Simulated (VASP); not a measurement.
# Bi2Pd (Froodite): structure and properties in VASP, part 5 of 6

Aim: relax Bi2Pd (Froodite), then compute properties on the relaxed cell. The start is a cell from a database of measured crystal structures.

VASP 6.6.1; PBEsol; plane waves and PAW (Bi_d, Pd).

So far. Step 5 (Bands along the symmetry lines (PBEsol)): There is no gap at this level. Step 6 (Density of states (PBEsol)): The finer mesh and the other smearing move the Fermi level by +0.01 eV from the 7×5×7 run, a small shift, which tests the Fermi level alone. Of the states within 0.3 eV of the Fermi level, the largest shares in the PAW spheres are Bi p 32 %, Pd d 20 % and Pd p 6 %. The rest lies in smaller channels or between the spheres.

### 7. Vibrations at Γ (PBEsol) (continued)

Parts of OUTCAR (step 7):

```text
   k-points           NKPTS =    114   k-points in BZ     NKDIM =    114   number of bands    NBANDS=     49

   NELECT =      80.0000    total number of electrons

  Total       -0.0988284      0.1675882      0.1132761      0.0000000      0.0000000      0.0046844
  in kB       -1.0650217      1.8060104      1.2207168      0.0000000      0.0000000      0.0504817
  external PRESSURE =       0.6539018 kB  Pullay stress =       0.0000000 kB

 POSITION                                       TOTAL-FORCE (eV/Angst)
 -----------------------------------------------------------------------------------
      1.59563     -0.00000      1.70923        -0.001712      0.000000      0.057220
      3.50514      2.12073      3.75701         0.001712     -0.000000     -0.057220
     -0.06734      2.12073      4.35770        -0.062511     -0.000000     -0.010868
      5.16811      0.00000      1.10855         0.062511      0.000000      0.010868
      1.80215      0.00000      4.55582        -0.014034      0.000000      0.027306
      3.29862      2.12073      0.91043         0.014034     -0.000000     -0.027306
 -----------------------------------------------------------------------------------
    total drift:                               -0.000000      0.000000     -0.000000

 Eigenvectors and eigenvalues of the dynamical matrix
 ----------------------------------------------------

   1 f  =    5.147781 THz    32.344460 2PiTHz  171.711482 cm-1    21.289501 meV
             X         Y         Z           dx          dy          dz
      1.595629 -0.000000  1.709234    -0.000000    0.168729   -0.000000
      3.505144  2.120730  3.757014    -0.000000   -0.168729   -0.000000
     -0.067341  2.120730  4.357696     0.000000   -0.146004   -0.000000
      5.168113  0.000000  1.108551     0.000000    0.146004   -0.000000
      1.802149  0.000000  4.555817     0.000000    0.670979   -0.000000
      3.298623  2.120730  0.910431     0.000000   -0.670979    0.000000

   2 f  =    4.357473 THz    27.378810 2PiTHz  145.349651 cm-1    18.021052 meV
             X         Y         Z           dx          dy          dz
      1.595629 -0.000000  1.709234     0.067080    0.000000    0.164757
      3.505144  2.120730  3.757014    -0.067080    0.000000   -0.164757
     -0.067341  2.120730  4.357696    -0.018578    0.000000   -0.038419
      5.168113  0.000000  1.108551     0.018578    0.000000    0.038419
      1.802149  0.000000  4.555817    -0.036891   -0.000000   -0.682036
      3.298623  2.120730  0.910431     0.036891   -0.000000    0.682036

   3 f  =    4.079320 THz    25.631126 2PiTHz  136.071481 cm-1    16.870706 meV
             X         Y         Z           dx          dy          dz
      1.595629 -0.000000  1.709234    -0.184307    0.000000    0.139948
      3.505144  2.120730  3.757014    -0.184307    0.000000    0.139948
     -0.067341  2.120730  4.357696    -0.247442    0.000000   -0.130785
      5.168113  0.000000  1.108551    -0.247442    0.000000   -0.130785
      1.802149  0.000000  4.555817     0.606575   -0.000000   -0.013426
      3.298623  2.120730  0.910431     0.606575   -0.000000   -0.013426

   4 f  =    4.028819 THz    25.313814 2PiTHz  134.386924 cm-1    16.661848 meV
             X         Y         Z           dx          dy          dz
      1.595629 -0.000000  1.709234    -0.000000   -0.203434    0.000000
      3.505144  2.120730  3.757014    -0.000000   -0.203434    0.000000
     -0.067341  2.120730  4.357696    -0.000000   -0.246564   -0.000000
      5.168113  0.000000  1.108551    -0.000000   -0.246564   -0.000000
      1.802149  0.000000  4.555817     0.000000    0.630731   -0.000000
      3.298623  2.120730  0.910431     0.000000    0.630731    0.000000

   5 f  =    3.533567 THz    22.202053 2PiTHz  117.867093 cm-1    14.613650 meV
             X         Y         Z           dx          dy          dz
      1.595629 -0.000000  1.709234    -0.226701   -0.000000    0.090421
      3.505144  2.120730  3.757014     0.226701   -0.000000   -0.090421
[...]
3.505144  2.120730  3.757014     0.470953   -0.000000    0.011910
     -0.067341  2.120730  4.357696    -0.484616   -0.000000   -0.205791
      5.168113  0.000000  1.108551     0.484616    0.000000    0.205791
      1.802149  0.000000  4.555817    -0.017571    0.000000   -0.023454
      3.298623  2.120730  0.910431     0.017571    0.000000    0.023454

   8 f  =    2.693673 THz    16.924849 2PiTHz   89.851271 cm-1    11.140133 meV
             X         Y         Z           dx          dy          dz
      1.595629 -0.000000  1.709234    -0.067633    0.000000   -0.405980
      3.505144  2.120730  3.757014     0.067633   -0.000000    0.405980
     -0.067341  2.120730  4.357696    -0.145076    0.000000    0.538929
      5.168113  0.000000  1.108551     0.145076    0.000000   -0.538929
      1.802149  0.000000  4.555817    -0.051394    0.000000   -0.128349
      3.298623  2.120730  0.910431     0.051394    0.000000    0.128349

   9 f  =    2.283997 THz    14.350773 2PiTHz   76.185923 cm-1     9.445846 meV
             X         Y         Z           dx          dy          dz
      1.595629 -0.000000  1.709234    -0.000000    0.508484    0.000000
      3.505144  2.120730  3.757014    -0.000000    0.508484   -0.000000
     -0.067341  2.120730  4.357696     0.000000   -0.490584    0.000000
      5.168113  0.000000  1.108551     0.000000   -0.490584   -0.000000
      1.802149  0.000000  4.555817     0.000000   -0.027773    0.000000
      3.298623  2.120730  0.910431     0.000000   -0.027773    0.000000

  10 f  =    2.199679 THz    13.820992 2PiTHz   73.373399 cm-1     9.097138 meV
             X         Y         Z           dx          dy          dz
      1.595629 -0.000000  1.709234     0.475078   -0.000000    0.221863
      3.505144  2.120730  3.757014     0.475078    0.000000    0.221863
     -0.067341  2.120730  4.357696    -0.408234   -0.000000   -0.075673
      5.168113  0.000000  1.108551    -0.408234   -0.000000   -0.075673
      1.802149  0.000000  4.555817    -0.094316    0.000000   -0.209287
      3.298623  2.120730  0.910431    -0.094316    0.000000   -0.209287

  11 f  =    2.074825 THz    13.036509 2PiTHz   69.208705 cm-1     8.580782 meV
             X         Y         Z           dx          dy          dz
      1.595629 -0.000000  1.709234    -0.000000   -0.549279   -0.000000
      3.505144  2.120730  3.757014    -0.000000    0.549279    0.000000
     -0.067341  2.120730  4.357696     0.000000   -0.443348   -0.000000
      5.168113  0.000000  1.108551     0.000000    0.443348    0.000000
      1.802149  0.000000  4.555817    -0.000000    0.041654    0.000000
      3.298623  2.120730  0.910431     0.000000   -0.041654    0.000000

  12 f  =    1.984740 THz    12.470490 2PiTHz   66.203806 cm-1     8.208222 meV
             X         Y         Z           dx          dy          dz
      1.595629 -0.000000  1.709234     0.007475   -0.000000    0.544239
      3.505144  2.120730  3.757014    -0.007475    0.000000   -0.544239
     -0.067341  2.120730  4.357696    -0.193131    0.000000    0.389803
      5.168113  0.000000  1.108551     0.193131   -0.000000   -0.389803
      1.802149  0.000000  4.555817     0.040806    0.000000    0.113301
      3.298623  2.120730  0.910431    -0.040806   -0.000000   -0.113301

  13 f  =    1.769540 THz    11.118345 2PiTHz   59.025485 cm-1     7.318224 meV
             X         Y         Z           dx          dy          dz
      1.595629 -0.000000  1.709234     0.000000   -0.412096   -0.000000
      3.505144  2.120730  3.757014     0.000000    0.412096   -0.000000
     -0.067341  2.120730  4.357696    -0.000000    0.531155    0.000000
      5.168113  0.000000  1.108551    -0.000000   -0.531155    0.000000
      1.802149  0.000000  4.555817     0.000000    0.219207   -0.000000
      3.298623  2.120730  0.910431     0.000000   -0.219207   -0.000000
    [... 43 further lines ...]
      1.802149  0.000000  4.555817    -0.074475    0.000000   -0.310479
      3.298623  2.120730  0.910431    -0.074475    0.000000   -0.310479

 ELASTIC MODULI CONTR FROM IONIC RELAXATION (kBar)
 Direction    XX          YY          ZZ          XY          YZ          ZX
 --------------------------------------------------------------------------------
 XX        -286.9347   -308.9825   -141.2870      0.0000      0.0000     10.0755
 YY        -308.9825   -345.6071   -138.6000      0.0000      0.0000      3.5964
 ZZ        -141.2870   -138.6000   -240.7470      0.0000      0.0000     -9.6503
 XY           0.0000      0.0000      0.0000   -258.1422     -9.6480      0.0000
 YZ           0.0000      0.0000      0.0000     -9.6480    -83.0217      0.0000
 ZX          10.0755      3.5964     -9.6503      0.0000      0.0000    -58.2847
 --------------------------------------------------------------------------------

[... 6 parts as in an earlier step ...]

[... 4 further parts left out ...]
```

Energies printed during the response cycles are not total energies of the cell.

Numbers from this step:

| Item | Value |
| --- | --- |
| bands | 49 |
| irreducible k-points | 114 |
| pressure of the cell | 0.06539 GPa |
| largest force of the cell | 0.06345 eV/Å |
| Fermi energy | 8.574 eV |

Modes at Γ, with each element's share of the kinetic energy:

```
mode  frequency (cm⁻¹)  symmetry  Bi %  Pd %
   1              -0.5  acoustic    80    20
   2              -0.2  acoustic    80    20
   3              -0.1  acoustic    80    20
   4              49.8        Ag    78    22
   5              58.0        Bu    85    15
   6              59.0        Bg    90    10
   7              66.2        Ag    97     3
   8              69.2        Bg   100     0
   9              73.4        Bu    89    11
  10              76.2        Au   100     0
  11              89.9        Ag    96     4
  12              97.0        Ag   100     0
  13             114.1        Bu    40    60
  14             117.9        Ag    22    78
  15             134.4        Au    20    80
  16             136.1        Bu    26    74
  17             145.3        Ag     7    93
  18             171.7        Bg    10    90
```

Displacements in mode 4 (49.8 cm⁻¹), the largest set to 1:
```
Bi1 -1.00  0.00  0.13
Bi2  1.00  0.00 -0.13
Bi3  0.85  0.00  0.23
Bi4 -0.85  0.00 -0.23
Pd5  0.97  0.00 -0.20
Pd6 -0.97  0.00  0.20
```

Displacements in mode 7 (66.2 cm⁻¹), the largest set to 1:
```
Bi1  0.01  0.00  1.00
Bi2 -0.01  0.00 -1.00
Bi3 -0.35  0.00  0.72
Bi4  0.35  0.00 -0.72
Pd5  0.11  0.00  0.29
Pd6 -0.11  0.00 -0.29
```

The three acoustic modes lie within 0.5 cm⁻¹ of zero, and all others are real. By the characters of their eigenvectors the optical modes sort into (cm⁻¹) Raman active: Ag 50, Bg 59, Ag 66, Bg 69, Ag 90, Ag 97, Ag 118, Ag 145, Bg 172; infrared active: Bu 58, Bu 73, Au 76, Bu 114, Au 134, Bu 136. With a centre of inversion no mode is active in both.

### 8. Volume scan with PBEsol, volume scale 0.94

An equation of state needs energies on both sides of the minimum, all on one mesh and cutoff.

Input file INCAR:

```
SYSTEM = Bi2Pd
PREC = Accurate
ENCUT = 400
EDIFF = 1E-06
NELM = 100
ISMEAR = 1
SIGMA = 0.2
LREAL = .FALSE.
ALGO = Normal
GGA = PS
NBANDS = 49
LASPH = .TRUE.
LORBIT = 11
LWAVE = .FALSE.
LCHARG = .FALSE.
KPAR = 4
ISIF = 2
```

Input file POSCAR:

```
Bi2Pd
1.0
    0.0000000000      4.1548758159      0.0000000000
   -1.2457985614      0.0000000000      5.3966430299
    6.2424442688     -2.0774379079     -0.0419830095
Bi Pd
4 2
Direct
    0.1563973809      0.3126895134      0.3127947619
    0.8436026191      0.6873104866      0.6872052381
    0.5737602750      0.7921465577      0.1475205500
    0.4262397250      0.2078534423      0.8524794500
    0.2242658676      0.8304505870      0.4485317351
    0.7757341324      0.1695494130      0.5514682649
```

Input file KPOINTS:

```
Automatic mesh
0
Gamma
7 5 7
0 0 0
```

The projector-augmented-wave data sets are Bi_d and Pd (PBE family, release 64).

Launch:

```
> mpirun -np 4 vasp_std
```

The program printed:

```text
[... set-up lines as in an earlier step ...]
 entering main loop
       N       E                     dE             d eps       ncg     rms          rms(c)
DAV:   1     0.906502489503E+03    0.90650E+03   -0.34669E+04  7121   0.176E+03
DAV:   2     0.796892466208E+02   -0.82681E+03   -0.80168E+03  7120   0.528E+02
DAV:   3    -0.259512075253E+02   -0.10564E+03   -0.10136E+03  8021   0.199E+02
DAV:   4    -0.308585335255E+02   -0.49073E+01   -0.48575E+01  8015   0.447E+01
DAV:   5    -0.310987002258E+02   -0.24017E+00   -0.24008E+00  9316   0.916E+00    0.935E+00
DAV:   6    -0.306688697699E+02    0.42983E+00   -0.83412E-01  8074   0.556E+00    0.472E+00
DAV:   7    -0.305732005739E+02    0.95669E-01   -0.34836E-01  7918   0.422E+00    0.180E+00
DAV:   8    -0.305459347288E+02    0.27266E-01   -0.15276E-01  8269   0.256E+00    0.559E-01
DAV:   9    -0.305440075277E+02    0.19272E-02   -0.20679E-02  9449   0.922E-01    0.135E-01
DAV:  10    -0.305438090400E+02    0.19849E-03   -0.26977E-03  7879   0.452E-01    0.506E-02
DAV:  11    -0.305438099718E+02   -0.93178E-06   -0.28458E-04  8714   0.924E-02    0.103E-02
DAV:  12    -0.305438098643E+02    0.10743E-06   -0.28157E-05  9516   0.412E-02    0.676E-03
DAV:  13    -0.305438087419E+02    0.11224E-05   -0.15970E-06  4272   0.103E-02    0.185E-03
DAV:  14    -0.305438081448E+02    0.59714E-06   -0.36196E-07  3682   0.628E-03
   1 F= -.30543808E+02 E0= -.30544927E+02  d E =0.335523E-02
```

It took 39 s on 4 MPI ranks of Intel Xeon 6975P-C (Granite Rapids), shared host; peak memory 1.5 GiB; 2.4 min of CPU time.

OUTCAR, selected parts (step 8):

```text
   ENCUT  =  400.0 eV  29.40 Ry    5.42 a.u.   6.78  9.03 10.73*2*pi/ulx,y,z

   NELECT =      80.0000    total number of electrons

 E-fermi :   9.4892

 k-point     1 :       0.0000    0.0000    0.0000
  band No.  band energies     occupation
    ...
     35       6.9956      2.00000
     36       7.0460      2.00000
     37       7.3872      2.00000
     38       8.0587      2.00000
     39       9.2852      2.05415
     40       9.7380     -0.07080
     41       9.8141     -0.04385
     42      12.0655     -0.00000
     43      12.1084     -0.00000
     44      12.5519     -0.00000
    ...

  Total        5.4987218      5.8283954      5.8622370      0.0000000      0.0000000     -0.0402600
  in kB       63.0392009     66.8186909     67.2066620      0.0000000      0.0000000     -0.4615544
  external PRESSURE =      65.6881846 kB  Pullay stress =       0.0000000 kB

 POSITION                                       TOTAL-FORCE (eV/Angst)
 -----------------------------------------------------------------------------------
      1.56306     -0.00000      1.67434        -0.409758     -0.000000      0.015337
      3.43359      2.07744      3.68032         0.409758      0.000000     -0.015337
     -0.06597      2.07744      4.26874        -0.389548     -0.000000     -0.191741
      5.06261      0.00000      1.08592         0.389548      0.000000      0.191741
      1.76536      0.00000      4.46281        -0.051366     -0.000000     -0.068518
      3.23129      2.07744      0.89185         0.051366      0.000000      0.068518
 -----------------------------------------------------------------------------------
    total drift:                               -0.000000      0.000000     -0.000000

  FREE ENERGIE OF THE ION-ELECTRON SYSTEM (eV)
  ---------------------------------------------------
  free  energy   TOTEN  =       -30.5438081448 eV

  energy  without entropy=      -30.5471633736  energy(sigma->0) =      -30.54492655

[... 2 parts as in an earlier step ...]

[... 14 further parts left out ...]
```

The scan keeps the cell's shape and the fractional positions fixed.

This step gave:

```
SCF cycles              : 14
irreducible k-points    : 72
free energy (TOTEN)     : -30.54 eV
energy at zero smearing : -30.54 eV
Fermi energy            : 9.489 eV
pressure                : 6.569 GPa
```

Force by atom:

```
atom  x (eV/Å)  y (eV/Å)  z (eV/Å)   size
 Bi1    -0.410     0.000     0.015  0.410
 Bi2     0.410     0.000    -0.015  0.410
 Bi3    -0.390     0.000    -0.192  0.434
 Bi4     0.390     0.000     0.192  0.434
 Pd5    -0.051     0.000    -0.069  0.086
 Pd6     0.051     0.000     0.069  0.086
```

The pressure here is 6.57 GPa.

### 9. Volume scan with PBEsol, volume scale 0.96

INCAR is that of step 8.

Changes to POSCAR since step 8:

```diff
@@ -2,5 +2,5 @@
 1.0
-    0.0000000000      4.1548758159      0.0000000000
-   -1.2457985614      0.0000000000      5.3966430299
-    6.2424442688     -2.0774379079     -0.0419830095
+    0.0000000000      4.1841364688      0.0000000000
+   -1.2545720797      0.0000000000      5.4346488105
+    6.2864065924     -2.0920682344     -0.0422786742
 Bi Pd
```

KPOINTS is that of step 8.

Launch:

```
> mpirun -np 4 vasp_std
```

The program printed:

```text
[... set-up lines as in an earlier step ...]
 entering main loop
       N       E                     dE             d eps       ncg     rms          rms(c)
DAV:   1     0.903069821846E+03    0.90307E+03   -0.34582E+04  7113   0.175E+03
DAV:   2     0.788352961131E+02   -0.82423E+03   -0.79933E+03  7080   0.526E+02
DAV:   3    -0.261618369924E+02   -0.10500E+03   -0.10043E+03  8110   0.198E+02
DAV:   4    -0.309625147034E+02   -0.48007E+01   -0.47548E+01  7968   0.443E+01
DAV:   5    -0.311978931460E+02   -0.23538E+00   -0.23533E+00  9540   0.907E+00    0.877E+00
DAV:   6    -0.307675382924E+02    0.43035E+00   -0.81102E-01  8010   0.545E+00    0.440E+00
DAV:   7    -0.306738654998E+02    0.93673E-01   -0.34315E-01  7898   0.409E+00    0.170E+00
DAV:   8    -0.306485416963E+02    0.25324E-01   -0.14748E-01  8150   0.249E+00    0.561E-01
DAV:   9    -0.306465755820E+02    0.19661E-02   -0.19846E-02  9408   0.908E-01    0.132E-01
DAV:  10    -0.306463787079E+02    0.19687E-03   -0.25542E-03  7937   0.446E-01    0.505E-02
DAV:  11    -0.306463811450E+02   -0.24370E-05   -0.28082E-04  8775   0.898E-02    0.101E-02
DAV:  12    -0.306463811081E+02    0.36896E-07   -0.26364E-05  9513   0.423E-02    0.671E-03
DAV:  13    -0.306463800579E+02    0.10502E-05   -0.15930E-06  4158   0.107E-02    0.187E-03
DAV:  14    -0.306463794717E+02    0.58615E-06   -0.37386E-07  3653   0.655E-03
   1 F= -.30646379E+02 E0= -.30647663E+02  d E =0.385130E-02
```

It took 39 s on 4 MPI ranks; peak memory 1.5 GiB.

OUTCAR, selected parts (step 9):

```text
   ENCUT  =  400.0 eV  29.40 Ry    5.42 a.u.   6.82  9.10 10.80*2*pi/ulx,y,z

   NELECT =      80.0000    total number of electrons

 E-fermi :   9.1716

 k-point     1 :       0.0000    0.0000    0.0000
  band No.  band energies     occupation
    ...
     35       6.7578      2.00000
     36       6.7921      2.00000
     37       7.1332      2.00000
     38       7.7951      2.00000
     39       8.9923      2.02157
     40       9.4345     -0.06872
     41       9.4750     -0.05377
     42      11.7204     -0.00000
     43      11.7379     -0.00000
     44      12.1675     -0.00000
    ...

  Total        3.5189377      3.7233523      3.7528994      0.0000000      0.0000000     -0.0346861
  in kB       39.5018242     41.7964800     42.1281608      0.0000000      0.0000000     -0.3893691
  external PRESSURE =      41.1421550 kB  Pullay stress =       0.0000000 kB

 POSITION                                       TOTAL-FORCE (eV/Angst)
 -----------------------------------------------------------------------------------
      1.57406     -0.00000      1.68613        -0.258849      0.000000      0.008260
      3.45777      2.09207      3.70624         0.258849      0.000000     -0.008260
     -0.06643      2.09207      4.29880        -0.249893     -0.000000     -0.119924
      5.09827      0.00000      1.09357         0.249893      0.000000      0.119924
      1.77779      0.00000      4.49424        -0.030402      0.000000     -0.044080
      3.25404      2.09207      0.89813         0.030402      0.000000      0.044080
 -----------------------------------------------------------------------------------
    total drift:                               -0.000000      0.000000      0.000000

  FREE ENERGIE OF THE ION-ELECTRON SYSTEM (eV)
  ---------------------------------------------------
  free  energy   TOTEN  =       -30.6463794717 eV

  energy  without entropy=      -30.6502307765  energy(sigma->0) =      -30.64766324

[... 3 parts as in an earlier step ...]

[... 13 further parts left out ...]
```

Numbers from this step:

```
free energy (TOTEN)     : -30.65 eV
energy at zero smearing : -30.65 eV
Fermi energy            : 9.172 eV
pressure                : 4.114 GPa
```

Force by atom:

```
atom  x (eV/Å)  y (eV/Å)  z (eV/Å)   size
 Bi1    -0.259     0.000     0.008  0.259
 Bi2     0.259     0.000    -0.008  0.259
 Bi3    -0.250     0.000    -0.120  0.277
 Bi4     0.250     0.000     0.120  0.277
 Pd5    -0.030     0.000    -0.044  0.054
 Pd6     0.030     0.000     0.044  0.054
```

The pressure falls from 6.57 to 4.11 GPa.

The run ends at a pressure of 4.11 GPa, with forces up to 0.28 eV/Å.

(Continued in part 6 of 6.)

[Lines on the potential files, build, host, timing and source positions are cut from VASP's logs without a mark.]

[Logs are printed without paths, hosts, clocks, repeated set-up lines and the standing remarks that a program may print on its own settings, such as how far it seeks lower states.]

[Hosts, paths, dates, database ids (printed as entryN), source tags and the programs' standing remarks are cut or masked in the printed files.]

[A measured line is paired with the nearest computed mode of its activity, which favours agreement.]
